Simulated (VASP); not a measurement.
Here is the system:

```xyz
63
Lattice="10.9371 0.0000 0.0000 0.0000 10.9371 0.0000 0.0000 0.0000 10.9371" Properties=species:S:1:pos:R:3 pbc="T T T"
Si     5.4596     0.0229     0.0226
Si     6.7886     1.4485     1.4480
Si     8.1721     2.7667     0.0490
Si     9.4925     4.1484     1.4470
Si     8.1714     0.0495     2.7667
Si     9.4897     1.4493     4.1493
Si    10.9281     0.0102     0.0107
Si     1.3218     1.3895     1.3894
Si     2.7014     2.7261     0.0028
Si     4.0600     4.1124     1.3523
Si     5.4644     5.4739     0.0086
Si     6.8265     6.8777     1.3528
Si     8.2131     8.2359     0.0028
Si     9.5487     9.6174     1.3886
Si     2.7031     0.0017     2.7249
Si     4.0609     1.3516     4.1123
Si     5.3693     2.8270     2.8267
Si     8.1130     5.5673     2.8256
Si     9.5867     6.8766     4.1117
Si     5.4633     0.0068     5.4755
Si     6.8253     1.3517     6.8779
Si     8.1099     2.8274     5.5687
Si     9.5855     4.1116     6.8773
Si     8.2135     0.0017     8.2358
Si     9.5491     1.3883     9.6171
Si    10.9162     5.4792     0.0223
Si     1.3481     6.8630     1.3547
Si     2.7396     8.1991    10.9156
Si     4.0766     9.5903     1.3549
Si    10.8910     2.7673     2.7675
Si     1.3595     4.1102     4.1110
Si     2.7008     5.4805     2.7127
Si     4.1677     6.7724     4.0234
Si     5.4603     8.2390     2.7131
Si     6.8292     9.5815     4.1112
Si    10.9145     0.0240     5.4795
Si     1.3475     1.3547     6.8634
Si     2.7004     2.7118     5.4802
Si     4.1679     4.0209     6.7712
Si     6.9170     6.7718     6.7705
Si     8.2272     8.2379     5.4785
Si     9.5835     9.5902     6.8624
Si     2.7388    10.9146     8.2004
Si     4.0753     1.3557     9.5911
Si     5.4593     2.7130     8.2387
Si     6.8289     4.1104     9.5814
Si     8.2254     5.4794     8.2379
Si     9.5834     6.8633     9.5899
Si    10.9358     8.2357     2.7250
Si     1.3688     9.5691     4.1065
Si    10.9312     5.4738     5.4752
Si     1.3922     6.8219     6.8222
Si     2.7882     8.1492     5.4464
Si     4.1152     9.5456     6.8224
Si    10.9356     2.7248     8.2361
Si     1.3699     4.1082     9.5667
Si     2.7917     5.4462     8.1468
Si     4.1169     6.8215     9.5458
Si     5.4919     8.1472     8.1473
Si     6.8307     9.5683     9.5679
Si     0.0238     8.2000     8.1996
Si     1.3642     9.5752     9.5760
Sn     6.1208     4.8159     4.8180
```

Level of theory: PBE GGA, VASP's PBE PAW potentials (set 64) (plane waves; VASP 6.6.1). Numerical set-up: PREC = Normal, LREAL = Auto, ISYM = 0, 400 eV cut-off, 1×1×1 Γ-centred mesh, Gaussian smearing of 0.050 eV, potentials Si Sn. Starting moments (MAGMOM): 63*0.0317. The cell's moment is fixed (NUPDOWN = 2).

The supercell is sampled at Γ alone, which is coarse: total energies, pressure and levels can be off, energies of defects by several tenths of an eV.

**Question.** Predict the cell moment, energy per atom (σ→0).

**Answer.** 
```yaml
cell_moment: 2.00 μB
energy per atom (σ→0): -5.256 eV/atom
```

**Question.** Give the moment on each site (PAW-sphere projection).

**Answer.** 
```
site  moment (μB)
----  -----------
Si1          0.01
Si2          0.00
Si3          0.00
Si4          0.00
Si5          0.00
Si6          0.00
Si7          0.00
Si8          0.00
Si9          0.01
Si10         0.01
Si11         0.00
Si12         0.01
Si13         0.01
Si14         0.00
Si15         0.01
Si16         0.01
Si17         0.07
Si18         0.07
Si19         0.01
Si20         0.00
Si21         0.01
Si22         0.07
Si23         0.01
Si24         0.01
Si25         0.00
Si26         0.01
Si27         0.01
Si28         0.01
Si29         0.01
Si30         0.00
Si31         0.00
Si32         0.01
Si33         0.07
Si34         0.01
Si35         0.00
Si36         0.01
Si37         0.01
Si38         0.01
Si39         0.06
Si40         0.07
Si41         0.01
Si42         0.01
Si43         0.01
Si44         0.01
Si45         0.01
Si46         0.00
Si47         0.01
Si48         0.01
Si49         0.01
Si50         0.01
Si51         0.00
Si52         0.00
Si53         0.00
Si54         0.00
Si55         0.01
Si56         0.01
Si57         0.00
Si58         0.00
Si59         0.00
Si60         0.01
Si61         0.01
Si62         0.00
Sn63         0.01
```

The absolute energy has meaning only against runs of the same code, potentials and settings.

The cell is a supercell with a defect, built from Si (diamond): Sn_Si-vac_Si.
